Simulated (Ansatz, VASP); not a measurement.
# RuF2 in two plane-wave programs

Wanted: the spread between two codes on one cell, functional and k mesh. The structure shown is the start of the Ansatz relaxation below; VASP solves that cell, so the two are compared at the walk's first step.

Method: plane waves, with VASP 6.6.1 beside it; single point at LDA, in Ansatz 0.2.0.

## 1. Starting point

The cell holds 3 atoms: 1 Ru and 2 F. Cell: a = 3.080 Å, b = 3.080 Å, c = 28.981 Å, α = 90.0°, β = 90.0°, γ = 120.0°. Vacuum lies along c. The height across the vacuum is the one that the program set for its solve, not the one typed.

## 2. Ansatz: relaxation, LDA

Ansatz runs on its default PAW (the set named soft_2) files.

The two programs are compared at the cell with which this relaxation starts, whose forces are those of its first step.

Input file input.yaml:

```yaml
crystal:
  lattice:
    - [3.08, 0.0, 0.0]
    - [-1.54, 2.6673582437, 0.0]
    - [0.0, 0.0, 18.5906498541]
  atoms:
    - { symbol: Ru, position: [0.0, 0.0, 0.5] }
    - { symbol: F, position: [0.3333333333, 0.6666666667, 0.569676151] }
    - { symbol: F, position: [0.6666666667, 0.3333333333, 0.430323849] }
  periodic: [true, true, false]
kpoints:
  mp_grid: { grid: [9, 9, 1] }
hamiltonian:
  xc: lda
scf:
  occupations: { method: fermi_dirac, width: 0.02 }
relax:
  f_tol: 0.01
  max_steps: 80
  cell: {}
```

Run with:

```sh
$ ansatz run input.yaml --threads 4 --pin off --max-ram 14745MiB --backend cpu --events-out ev --progress --plain --runs-dir out
```

Numbers of over 12 decimals in the logs are rounded to 6 here.

Output:

```text
Warning: crystal.periodic: the lattice vector that does not repeat stood 0.000° off the slab's normal, 18.591 Å along it as the deck builds it. The run solves the slab on a vector along the normal, 28.981 Å long, with every atom where it was (on the deck's vector they left 16.00 Å outside them, and the widest stretch free of ions among them is 1.30 Å). A fractional position that the run reports is one of the run's ce [...]
crystal.periodic: the lattice vector that does not repeat stood 0.000° off the slab's normal, 18.591 Å along it as the deck builds it. The run solves the slab on a vector along the normal, 28.981 Å long, with every atom where it was (on the deck's vector they left 16.00 Å outside them, and the widest stretch free of ions among them is 1.30 Å). A fractional position that the run reports is one of the run's cell, which [...]
Engine: ansatz 0.2.0, aarch64-unknown-linux-gnu
Pseudopotentials: kind: paw
Pseudopotential: Ru, paw, valence charge 16, recommended cutoff 420 eV (normal), Ru.paw.azcp
Pseudopotential: F, paw, valence charge 7, recommended cutoff 420 eV (normal), F.paw.azcp
Functional definition: SPW92
  exchange = slater_x
  correlation = pw_c
Crystal: 3 atoms, lattice volume = 238.095 Å³
Basis set: ecut = 420 eV, 4633 PW (Γ)
Bands: 19, of which v1, the nominal top of the filled ones, is band 15 counted from 1 (14 counted from 0)
Symmetry: 12 space group operations
Space group: P-3m1 (ITA 164), of the structure as read, at distance tolerance 6.2e-5 Å
k-points: 12 of 81
Non-local potential: Ru, projectors of the file, l = 0: 3, l = 1: 2, l = 2: 2, l = 3: 1
Non-local potential: F, projectors of the file, l = 0: 2, l = 1: 2, l = 2: 1
PAW form: soft (Blöchl's): semilocal exchange-correlation on the pseudo side does not see the compensation charge
PAW frozen core: Ru, regenerated for the run's functional, and the local potential with it (the file was generated under x = pbe(κ = 0.804, μ = 0.219515), c = pbe(β = 0.066725))
PAW frozen core: F, regenerated for the run's functional, and the local potential with it (the file was generated under x = pbe(κ = 0.804, μ = 0.219515), c = pbe(β = 0.066725))
PAW one-centre angular grid: Ru, 590 points (default); XC on 64 Gauss nodes
PAW one-centre angular grid: F, 110 points (default); XC on 64 Gauss nodes
Initial density: superposition of atomic densities (neutral atoms: chi_scale 0, normalization atom), corrected by the library's trained network
Initial wavefunctions: pseudopotential atomic-orbital guess
Functional: x = slater, c = lda
SCF iter   1: F=—  HF=-7341.766503 eV  |F-HF|=—  |Δ(HF+E_count)|=         —  Δρ=1.04e-2  dr2=1.77e-1  ethr=1.77e-3  ⟨swp⟩=11.9  Hψ=1801  notcnv=0
preconditioner: auto → LDOS  [insulator: Δε(μ)=0.114 eV  Ē_g=11.493 eV  σ=0.020 eV  W_gap=0.88  n_scr=16 (ndim 8)  ℏωp=11.3 eV  f_vac=0.817  D(μ)=1.29/eV (n_scr^D=8)  ε∞_Penn≈2.0  β→1.0]
[...]
SCF iter   1: F=—  HF=-7342.363381 eV  |F-HF|=—  |Δ(HF+E_count)|=         —  Δρ=3.85e-4  dr2=5.45e-5  ethr=1.75e-7  ⟨swp⟩=5.8  Hψ=2785  notcnv=0
preconditioner: auto → none  [insulator: Δε(μ)=0.806 eV  Ē_g=12.738 eV  σ=0.020 eV  W_gap=1.00  n_scr=16 (ndim 8)  ℏωp=11.0 eV  f_vac=0.838  D(μ)=0.00/eV (n_scr^D=0)  ε∞_Penn≈1.7]
SCF iter   2: F=—  HF=-7342.363874 eV  |F-HF|=—  |Δ(HF+E_count)|=   4.93e-4  Δρ=1.77e-4  dr2=3.15e-5  ethr=1.75e-7  ⟨swp⟩=2.2  Hψ=418  notcnv=0
SCF iter   3: F=—  HF=-7342.364052 eV  |F-HF|=—  |Δ(HF+E_count)|=   1.78e-4  Δρ=1.18e-4  dr2=1.32e-5  ethr=1.05e-7  ⟨swp⟩=3.2  Hψ=486  notcnv=0
SCF iter   4: F=—  HF=-7342.364176 eV  |F-HF|=—  |Δ(HF+E_count)|=   1.25e-4  Δρ=1.96e-5  dr2=2.26e-7  ethr=4.41e-8  ⟨swp⟩=2.8  Hψ=409  notcnv=0
SCF iter   5: F=—  HF=-7342.364035 eV  |F-HF|=—  |Δ(HF+E_count)|=   1.41e-4  Δρ=4.04e-6  dr2=8.99e-9  ethr=7.54e-10  ⟨swp⟩=4.0  Hψ=522  notcnv=0
SCF iter   6: F=—  HF=-7342.364037 eV  |F-HF|=—  |Δ(HF+E_count)|=   1.55e-6  Δρ=7.76e-7  dr2=5.17e-10  ethr=3.00e-11  ⟨swp⟩=2.5  Hψ=434  notcnv=0
SCF iter   7: F=-7342.364037 eV  HF=-7342.364037 eV  |F-HF|=1.64e-11  |Δ(HF+E_count)|=   4.85e-8  Δρ=1.19e-7  dr2=1.59e-11  ethr=1.00e-12  ⟨swp⟩=8.8  Hψ=1797  notcnv=0
SCF 6 converged in 7 iterations: F = -7342.364037 eV  dr2 = 1.59e-11
relax step   6: F+E_penalty+E_count = -7342.36403679 eV  Δ(F+E_penalty+E_count) = -1.728e-2 eV  max|allowed force component| = 7.518e-4 eV/Å  Δτ_max = 0.0000 Å  P = +0.390 N/m  Ω = 251.645 Å³  fix = [c, alpha, beta]  reactions: c +0.000 N/m  stress off target by 3.90e-1 N/m on what of the cell is left free  SCF on the basis re-selected at this cell (its energy is not comparable with the rows above)  (7 SCF iters)
[...]
relax step   7: F+E_penalty+E_count = -7342.36329756 eV  Δ(F+E_penalty+E_count) = +7.392e-4 eV  max|allowed force component| = 7.715e-4 eV/Å  Δτ_max = 0.0095 Å  P = +0.051 N/m  Ω = 253.454 Å³  energy of the carried Pulay correction = -1.603e-3 eV  fix = [c, alpha, beta]  reactions: c +0.000 N/m  (5 SCF iters, dr2 threshold 2.40e-7 eV, accepted)
[...]
relax step   8: F+E_penalty+E_count = -7342.36310366 eV  Δ(F+E_penalty+E_count) = +1.939e-4 eV  max|allowed force component| = 8.502e-5 eV/Å  Δτ_max = 0.0011 Å  P = +0.004 N/m  Ω = 253.682 Å³  energy of the carried Pulay correction = -1.810e-3 eV  fix = [c, alpha, beta]  reactions: c +0.000 N/m  (5 SCF iters, dr2 threshold 4.09e-9 eV, accepted)
[...]
relax step   9: F+E_penalty+E_count = -7342.36497969 eV  Δ(F+E_penalty+E_count) = -1.876e-3 eV  max|allowed force component| = 1.698e-6 eV/Å  Δτ_max = 0.0000 Å  P = +0.022 N/m  Ω = 253.682 Å³  fix = [c, alpha, beta]  reactions: c +0.000 N/m  stress off target by 2.25e-2 N/m on what of the cell is left free  SCF on the basis re-selected at this cell (its energy is not comparable with the rows above)  (7 SCF iters)
basis re-selected at this cell: Δ(F+E_penalty+E_count) = -1.876e-3 eV, ΔP = +0.018 N/m vs the last step (what re-selecting the basis moved, of the pressure what is left beyond the Pulay correction that the steps carried, after the strain that the cell walked since its last selection, with what the two solves' SCF thresholds leave and, on support functions, any second-order correction that the steps lacked; it is no m [...]
SCF converged after 7 iterations
Free energy (F): -7342.364980 eV
Harris-Foulkes:  -7342.364980 eV  (|F-HF|=1.82e-11)
Internal energy: -7342.364980 eV  (E = F + TS)
E sigma→0 (E₀):  -7342.364980 eV
Fermi energy:    -4.660371 eV
--- Per-component energies (eV) ---
  E_band       = -750.068301
  E_kinetic    = 924.816619
  E_local      = -61803.761017  (includes V_loc(G=0)·N_el)
  E_nonlocal   = 507.140253
  E_hartree    = 30209.456033
  E_xc         = -341.636440
  E_vxc        = -435.777060  (∫ρ·V_xc dr)
  E_paw        = -3718.438793  (= ΣΔE_a)
  E_vpaw       = -361.403198  (= ΣTr[D̂ρ^β])
  E_aug_tail   = 0.004022  (compensation charges beyond the density's cutoff)
  E_ewald      = 26879.256155
  E_core_change = 0.798188  (= ΣΔE_core)
  E_smearing   = -0.000000  (= −TS)
  E_closure    = 0.000000  (closes the sum)
  Σ components = -7342.364980   (vs F -7342.364980, Δ=0.00e0)
--- Forces (eV/Å), atoms counted from 1 ---
  atom   1  Ru     0.00000000    -0.00000000     0.00000000
  atom   2  F     -0.00000000    -0.00000000     0.00000170
  atom   3  F      0.00000000     0.00000000    -0.00000170
  max |Σ_I F_I| component: 1.16e-18 eV/Å
--- 2D stress c σ (N/m, compression-positive) ---
        0.022462      -0.000000       0.000000
       -0.000000       0.022462      -0.000000
        0.000000      -0.000000       0.000000
  P = ½ c Tr σ = 0.0225 N/m
--- Relaxed structure (7 steps of the walk, 7 accepted, 2 SCFs on fresh bases) ---
  F+E_penalty+E_count = -7342.36497969 eV   max|allowed force component| = 1.698e-6 eV/Å   (the final SCF, on the basis selected at the relaxed cell)
  cell:  # Å, volume = 253.6818 Å³
    - [3.179219, 0, 0]
    - [-1.589609, 2.753284, 0]
    - [0, 0, 28.981300]
  atoms:
    - { symbol: Ru, position: [0, 0, 0.320735] }
    - { symbol: F, position: [0.333333, 0.666667, 0.353293] }
    - { symbol: F, position: [0.666667, 0.333333, 0.288177] }
```

## 3. VASP: single point, LDA, start cell

The same cell, functional (in two slightly different forms), mesh and smearing now go to VASP, with its own data sets.

Lines of VASP's logs that name or quote its potential files are left out, and so is its time.

Input file INCAR:

```
SYSTEM = RuF2
PREC = Accurate
ENCUT = 520
EDIFF = 1E-06
NELM = 120
ISMEAR = -1
SIGMA = 0.02
LREAL = .FALSE.
ALGO = Normal
GGA = CA
NBANDS = 20
LASPH = .TRUE.
LORBIT = 11
LWAVE = .FALSE.
LCHARG = .FALSE.
ISIF = 2
LDIPOL = .TRUE.
IDIPOL = 3
DIPOL = 0.5 0.5 0.321
LVHAR = .TRUE.
GGA_COMPAT = .FALSE.
EFERMI = MIDGAP
NELMDL = -8
```

Input file POSCAR:

```
RuF2
1.0
    3.0800000000      0.0000000000      0.0000000000
   -1.5400000000      2.6673580000      0.0000000000
    0.0000000000      0.0000000000     28.9813000000
Ru F
1 2
Direct
    0.0000000000      0.0000000000      0.3207352672
    0.3333333958      0.6666667916      0.3654304672
    0.6666666042      0.3333332084      0.2760400672
```

Input file KPOINTS:

```
Automatic mesh
0
Gamma
9 9 1
0 0 0
```

Potentials, in the order of the species: Ru_pv and F (LDA family, release 64).

Run with:

```sh
$ mpirun -np 1 vasp_std
```

Output:

```text
[banner, memory and clock lines left out]
running    1 mpi-ranks, on    1 nodes
 distrk:  each k-point on    1 cores,    1 groups
 distr:  one band on    1 cores,    1 groups

 POSCAR found type information on POSCAR RuF
 POSCAR found :  2 types and       3 ions
 LDA part: xc-table for (Slater(with rela. corr.)+CA(PZ))
 , standard interpolation
 POSCAR, INCAR and KPOINTS ok, starting setup
 FFT: planning ... GRIDC
 FFT: planning ... GRID_SOFT
 FFT: planning ... GRID
 WAVECAR not read
 entering main loop
       N       E                     dE             d eps       ncg     rms          rms(c)
DAV:   1     0.216437882537E+03    0.21644E+03   -0.14003E+04   624   0.108E+03
DAV:   2    -0.733487505575E+00   -0.21717E+03   -0.21071E+03   656   0.273E+02
DAV:   4    -0.184532186225E+02   -0.28322E+00   -0.28234E+00   552   0.108E+01
DAV:   5    -0.184588072740E+02   -0.55887E-02   -0.55852E-02   636   0.136E+00
DAV:   6    -0.184589998516E+02   -0.19258E-03   -0.19257E-03   608   0.188E-01
DAV:   7    -0.184590020663E+02   -0.22147E-05   -0.22146E-05   576   0.172E-02
DAV:   8    -0.184590020933E+02   -0.27053E-07   -0.26796E-07   408   0.194E-03    0.152E+01
DAV:   9    -0.172444436418E+02    0.12146E+01   -0.88585E+00   540   0.240E+01    0.924E+00
DAV:  10    -0.170355502967E+02    0.20889E+00   -0.25008E+00   540   0.150E+01    0.604E+00
DAV:  11    -0.169294447448E+02    0.10611E+00   -0.45411E-01   512   0.620E+00    0.789E-01
DAV:  12    -0.169244051864E+02    0.50396E-02   -0.32104E-02   516   0.163E+00    0.192E-01
DAV:  13    -0.169239645477E+02    0.44064E-03   -0.26117E-03   580   0.432E-01    0.140E-01
DAV:  14    -0.169238740780E+02    0.90470E-04   -0.87136E-04   532   0.279E-01    0.649E-02
DAV:  15    -0.169238647230E+02    0.93550E-05   -0.10538E-04   548   0.878E-02    0.345E-02
DAV:  16    -0.169238708227E+02   -0.60996E-05   -0.86927E-06   552   0.188E-02    0.134E-02
DAV:  17    -0.169238827184E+02   -0.11896E-04   -0.10354E-05   496   0.280E-02    0.473E-03
DAV:  18    -0.169238873582E+02   -0.46398E-05   -0.71775E-07   332   0.761E-03    0.264E-03
DAV:  19    -0.169239035844E+02   -0.16226E-04   -0.12227E-06   388   0.643E-03    0.319E-03
DAV:  20    -0.169239109280E+02   -0.73436E-05   -0.54443E-07   384   0.518E-03    0.125E-03
DAV:  21    -0.169239128764E+02   -0.19484E-05   -0.73457E-08   340   0.190E-03    0.146E-03
DAV:  22    -0.169239145956E+02   -0.17192E-05   -0.28088E-08   324   0.866E-04    0.677E-04
DAV:  23    -0.169239155609E+02   -0.96528E-06   -0.32556E-08   320   0.966E-04
   1 F= -.16923916E+02 E0= -.16919949E+02  d E =-.793307E-02
```

From OUTCAR (step 3):

```text
ion  position               nearest neighbor table
   1  0.000  0.000  0.321-   2 2.20   3 2.20   3 2.20   2 2.20   3 2.20   2 2.20
   2  0.333  0.667  0.365-   1 2.20   1 2.20   1 2.20
   3  0.667  0.333  0.276-   1 2.20   1 2.20   1 2.20

  LATTYP: Found a hexagonal cell.
 ALAT       =     3.0800000000
 C/A-ratio  =     9.4095129870

 Subroutine GETGRP returns: Found 12 space group operations
 (whereof  6 operations were pure point group operations)

The static configuration has the point symmetry C_3v.
 The point group associated with its full space group is D_3d.

 Found     12 irreducible k-points:

   k-points           NKPTS =     12   k-points in BZ     NKDIM =     12   number of bands    NBANDS=     20

   dimension x,y,z NGX =    24 NGY =   24 NGZ =  216
   dimension x,y,z NGXF=    48 NGYF=   48 NGZF=  432

   ENCUT  =  520.0 eV  38.22 Ry    6.18 a.u.   5.73  5.73 53.89*2*pi/ulx,y,z

   NELECT =      28.0000    total number of electrons

 k-points in reciprocal lattice and weights: Automatic mesh
   0.00000000  0.00000000  0.00000000       0.012
   0.11111111  0.00000000  0.00000000       0.074
   0.22222222  0.00000000  0.00000000       0.074
   0.33333333  0.00000000  0.00000000       0.074
   0.44444444  0.00000000  0.00000000       0.074
   0.11111111  0.11111111  0.00000000       0.074
   0.22222222  0.11111111  0.00000000       0.148
   0.33333333  0.11111111  0.00000000       0.148
   0.44444444  0.11111111  0.00000000       0.074
   0.22222222  0.22222222  0.00000000       0.074
   0.33333333  0.22222222  0.00000000       0.148
   0.33333333  0.33333333  0.00000000       0.025

 dipolmoment           0.000000      0.000000      0.000000 electrons x Angstroem

 average (electrostatic) potential at core
       1 -84.2210       2 -85.0862       3 -85.0862

 E-fermi :  -4.0542

 k-point     1 :       0.0000    0.0000    0.0000
  band No.  band energies     occupation
    ...
     10      -9.7319      2.00000
     11      -9.7319      2.00000
     12      -5.5313      2.00000
     13      -5.4420      2.00000
     14      -5.4420      2.00000
     15      -3.8599      0.00012
     16      -3.8599      0.00012
     17      -2.7085      0.00000
     18       0.5807      0.00000
     19       1.5780      0.00000
    ...

 k-point     2 :       0.1111    0.0000    0.0000
  band No.  band energies     occupation
    ...
     10      -9.9246      2.00000
     11      -9.8171      2.00000
     12      -5.6049      2.00000
     13      -5.3944      2.00000
     14      -5.2910      2.00000
     15      -3.9610      0.01873
     16      -3.8104      0.00001
     17      -2.2923      0.00000
     18       0.9860      0.00000
     19       1.8295      0.00000
    ...

 k-point     3 :       0.2222    0.0000    0.0000
  band No.  band energies     occupation
    ...
     11      -9.9045      2.00000
     12      -5.9116      2.00000
     13      -5.0766      2.00000
     14      -4.9022      2.00000
     15      -4.0526      0.96025
     16      -3.6814      0.00000
     17      -1.2364      0.00000
     18       1.9420      0.00000
     19       2.5762      0.00000
     20       2.8836      0.00000

  Total       -3.8081569     -3.8081562     -5.0127295     -0.0000000      0.0000000     -0.0000000
  in kB      -25.6256875    -25.6256829    -33.7314466     -0.0000000      0.0000000     -0.0000000
  external PRESSURE =     -28.3276057 kB  Pullay stress =       0.0000000 kB

  energy-cutoff  :      520.00
  volume of cell :      238.09
      direct lattice vectors                 reciprocal lattice vectors
     3.080000000  0.000000000  0.000000000     0.324675325  0.187451403  0.000000000
    -1.540000000  2.667358000  0.000000000     0.000000000  0.374902806  0.000000000
     0.000000000  0.000000000 28.981300000     0.000000000  0.000000000  0.034505008

 POSITION                                       TOTAL-FORCE (eV/Angst)
 -----------------------------------------------------------------------------------
      0.00000      0.00000      9.29532        -0.000000      0.000000     -0.000000
     -0.00000      1.77824     10.59065         0.000000      0.000000     -1.900108
      1.54000      0.88912      8.00000        -0.000000      0.000000      1.900108
 -----------------------------------------------------------------------------------
    total drift:                               -0.000000      0.000000     -0.000134

  FREE ENERGIE OF THE ION-ELECTRON SYSTEM (eV)
  ---------------------------------------------------
  free  energy   TOTEN  =       -16.9239155609 eV

  energy  without entropy=      -16.9159824928  energy(sigma->0) =      -16.91994903

 vacuum level on the upper side and lower side of the slab         1.696         1.696

 total charge
# of ion       s       p       d       tot
------------------------------------------
    1        0.171   6.119   5.937  12.227
    2        1.729   4.253   0.000   5.983
    3        1.729   4.253   0.000   5.983
--------------------------------------------------
tot          3.630  14.625   5.937  24.192

[... 3 further parts left out ...]
```

This run has no spin polarisation, so a moment on Ru, if there is one, isn't seen. The gap is under twice the smearing width, so the edge states are partly filled and the run can't tell a small gap from a semimetal.

## 4. Differences

Known differences besides the potentials themselves: the two LDA forms differ slightly; Ansatz cuts the interaction across the vacuum, VASP repeats the sheet with a dipole correction; the data sets hold 30 valence electrons in Ansatz (on its default PAW (the set named soft_2) files) and 28 in VASP; the cutoff is 420 eV in Ansatz and 520 eV in VASP; VASP's log shows a relativistic correction to its local exchange, Ansatz's none. Total energies have different zeros and are not compared.

Forces (eV/Å; atoms numbered as in POSCAR):

```
atom        Ansatz x, y, z          VASP x, y, z
 Ru1   0.000, 0.000, 0.000   0.000, 0.000, 0.000
  F2  0.000, 0.000, -1.961  0.000, 0.000, -1.900
  F3   0.000, 0.000, 1.961   0.000, 0.000, 1.900
```

The forces differ by 29 meV/Å r.m.s., which is 3.2 % of the r.m.s. force of 0.896 eV/Å (both taken over all components). With vacuum in the cell, a pressure given here is an average over mostly empty space and none of the material.

## 5. Other set-ups

Further runs change the set-up of one program: Ansatz's method, potentials or start, or VASP's data sets, cutoff or form of LDA. The table gives that difference for each run.

```
                                run  r.m.s. force difference (meV/Å)
                           as above                               29
VASP with the data sets Ru_sv and F                               18
```

## 6. What came out

- r.m.s. force difference (single point, LDA, start cell): 3.2 % of the r.m.s. force

What this shows: The r.m.s. force difference is 3.2 % of the r.m.s. force (single point, LDA, start cell), beyond the 3 % picked in this series as the mark of a large difference. The data sets hold unlike numbers of valence electrons (30 in Ansatz and 28 in VASP), so part of the differences comes from the potentials. Single point, LDA, start cell, VASP with the data sets Ru_sv and F: r.m.s. force difference goes from 29 to 18 meV/Å. 1 further run of this series is not shown here. Such differences can come from data sets, numerical settings and the points named under the comparisons, not from the functional's error against experiment.

[Lines on the potential files, build, host, timing and source positions are cut from VASP's logs without a mark.]

[Logs are printed without paths, hosts, clocks, repeated set-up lines and the standing remarks that a program may print on its own settings, such as how far it seeks lower states.]

[Hosts, paths, dates, database ids (printed as entryN), source tags and the programs' standing remarks are cut or masked in the printed files.]
